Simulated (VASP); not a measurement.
These are PBE GGA, VASP's PBE PAW potentials (set 64) (plane waves; VASP) values and carry that method's errors.

VASP ran on this input.

**KPOINTS**
```
kpoints
0
G
  3 3 3
0 0 0
```

INCAR:
```
! general
SYSTEM   =  Cu31Mg
PREC     =  Normal
ENCUT    =  400   ! plane-wave cut-off (eV)
LREAL    =  Auto   ! projection in real space or not
LASPH    =  .True.
ISYM     =  0

! electronic loop
EDIFF    =  1E-5
NELM     =  100   ! most electronic steps
NELMIN   =  4
ALGO     =  Fast
LMAXMIX  =  4   ! l cut-off of mixed one-centre charges

! smearing
ISMEAR   =  1   ! Methfessel-Paxton
SIGMA    =  0.1   ! width (eV)

! functional
GGA      =  PE

! ions
IBRION   =  2   ! conjugate gradients
NSW      =  60   ! most ionic steps
ISIF     =  2   ! forces and stress, cell fixed
EDIFFG   =  -0.03   ! ionic stop

! output
LWAVE    =  .False.
LCHARG   =  .False.
```

File POSCAR:
```
Cu31Mg
1
    7.2630069020    -0.0000000000     0.0000000000
   -0.0000000000     7.2630069020    -0.0000000000
    0.0000000000     0.0000000000     7.2630069020
Cu Mg
31 1
Direct
  0.5000000000   0.0000000000   0.0000000000
  0.7500000000   0.2500000000   0.0000000000
  0.7500000000   0.0000000000   0.2500000000
  0.0000000000   0.0000000000   0.0000000000
  0.2500000000   0.2500000000   0.0000000000
  0.5000000000   0.5000000000   0.0000000000
  0.7500000000   0.7500000000   0.0000000000
  0.2500000000   0.0000000000   0.2500000000
  0.5042020000   0.2565130000   0.2476870000
  0.7497010000   0.4955530000   0.2555750000
  0.5000000000   0.0000000000   0.5000000000
  0.7513240000   0.2436300000   0.5044960000
  0.7500000000   0.0000000000   0.7500000000
  0.0000000000   0.5000000000   0.0000000000
  0.2500000000   0.7500000000   0.0000000000
  0.0000000000   0.2500000000   0.2500000000
  0.2528240000   0.4936110000   0.2524890000
  0.4988780000   0.7555800000   0.2561660000
  0.0000000000   0.0000000000   0.5000000000
  0.2512090000   0.2476640000   0.4996570000
  0.7550290000   0.7477290000   0.5026420000
  0.2500000000   0.0000000000   0.7500000000
  0.5013510000   0.2560940000   0.7564470000
  0.7547130000   0.5058940000   0.7511660000
  0.0000000000   0.7500000000   0.2500000000
  0.0000000000   0.5000000000   0.5000000000
  0.2497960000   0.7475570000   0.4949790000
  0.0000000000   0.2500000000   0.7500000000
  0.2475970000   0.4945380000   0.7461230000
  0.5022810000   0.7457500000   0.7447620000
  0.0000000000   0.7500000000   0.7500000000
  0.4992130000   0.5031860000   0.5017950000
```

POTCAR, in this order: Cu Mg (PBE.64 set). Program: vasp_std.

Estimate the energy per atom (σ→0).

```json
{
 "energy per atom (σ→0)": "-3661 meV/atom"
}
```

### OSZICAR
```
...
   9 F= -.11715205E+03 E0= -.11715230E+03  d E =-.372771E-02
       N       E                     dE             d eps       ncg     rms          rms(c)
DAV:   1    -0.117151864409E+03    0.18749E-03   -0.53634E-01  6045   0.175E+00    0.442E-02
RMM:   2    -0.117152440522E+03   -0.57611E-03   -0.60860E-03  5773   0.433E-01    0.318E-02
RMM:   3    -0.117152768308E+03   -0.32779E-03   -0.34611E-03  7803   0.199E-01    0.398E-02
RMM:   4    -0.117152764975E+03    0.33338E-05   -0.17810E-04  5917   0.409E-02    0.355E-02
RMM:   5    -0.117152757202E+03    0.77724E-05   -0.14718E-05  3289   0.210E-02
  10 F= -.11715276E+03 E0= -.11715304E+03  d E =-.706250E-03
```

The cell is a supercell with a defect, built from Cu (fcc): Mg_Cu. The run is not spin-polarised, so no state with unpaired spins was tried.
